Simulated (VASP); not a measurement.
VASP ran on this input.

File POSCAR:
```
CoSi2
1.0
  0.0000000000   2.6734043079   2.6734043079
  2.6734043079   0.0000000000   2.6734043079
  2.6734043079   2.6734043079   0.0000000000
Co Si
1 2
Cart
  0.0000000000   0.0000000000   0.0000000000
  1.3367021539   1.3367021539   1.3367021539
  4.0101064618   4.0101064618   4.0101064618
```

**INCAR**
```
SYSTEM = CoSi2
PREC = Accurate
ENCUT = 520
EDIFF = 1E-7
NELM = 100
ALGO = Normal
LREAL = .FALSE.
LASPH = .TRUE.
ISMEAR = 1
SIGMA = 0.1
GGA = MK
PARAM1 = 0.1234
PARAM2 = 1.0
LUSE_VDW = .TRUE.
AGGAC = 0.0
LMAXMIX = 4
LWAVE = .FALSE.
LCHARG = .FALSE.
ISIF = 2
```

### KPOINTS
```
kpoints
0
G
10 10 10
0 0 0
```

POTCAR, in this order: Co Si (PBE.64 set). Program: vasp_std.

Translate this optB86b-vdW calculation to Quantum ESPRESSO's pw.x.

One equivalent input (not run):
```
&CONTROL
  calculation = 'scf'
  pseudo_dir = './pseudo'
  outdir = './out'
  tprnfor = .true.
  tstress = .true.
/
&SYSTEM
  ibrav = 0
  nat = 3
  ntyp = 2
  ecutwfc = 96
  occupations = 'smearing'
  smearing = 'methfessel-paxton'
  degauss = 0.00735
  input_dft = 'vdw-df-ob86'
/
&ELECTRONS
  conv_thr = 7.3e-09
  electron_maxstep = 100
/
ATOMIC_SPECIES
  Co 58.933 Co.upf
  Si 28.085 Si.upf
CELL_PARAMETERS angstrom
     0.0000000    2.6734043    2.6734043
     2.6734043    0.0000000    2.6734043
     2.6734043    2.6734043    0.0000000
ATOMIC_POSITIONS crystal
  Co   0.0000000  0.0000000  0.0000000
  Si   0.2500000  0.2500000  0.2500000
  Si   0.7500000  0.7500000  0.7500000
K_POINTS automatic
  10 10 10 0 0 0
```
What does not carry over: the potentials are each code's own (VASP's PAW set, PseudoDojo norm-conserving files in pw.x), so ENCUT and ecutwfc are chosen apart and not converted; conv_thr bounds pw.x's estimated SCF error, while EDIFF bounds the energy change between steps.

The compound is CoSi2 in the fluorite structure. It was relaxed first.
